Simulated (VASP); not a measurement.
Consider the following.

```
NaCl
1.0
    0.00000     2.79092     2.79092
    2.79092     0.00000     2.79092
    2.79092     2.79092     0.00000
Na Cl
1 1
Direct
  0.03583   0.03583   0.96417
  0.50000   0.50000   0.50000
```

Calculation: r2SCAN meta-GGA, VASP's PBE PAW potentials (set 64) (plane waves; VASP). Run with 480 eV cut-off, 8×8×8 Γ-centred mesh, Gaussian smearing of 0.050 eV, potentials Na_pv Cl.

### Question
Which forces act on the atoms, in eV/Å?

### Answer

```json
[
 {"atom": "Na1", "Fx": "0.000", "Fy": "0.000", "Fz": "-0.374"},
 {"atom": "Cl2", "Fx": "0.000", "Fy": "0.000", "Fz": "0.374"}
]
```

### Question
Give the stress tensor in GPa (positive for a compressed cell).

### Answer

```
-0.01   0.00   0.00
 0.00  -0.01   0.00
 0.00   0.00   1.90
```
The pressure is its mean diagonal, 0.62 GPa.

The compound is NaCl in the rock salt structure. This cell was strained or had an atom moved on purpose.
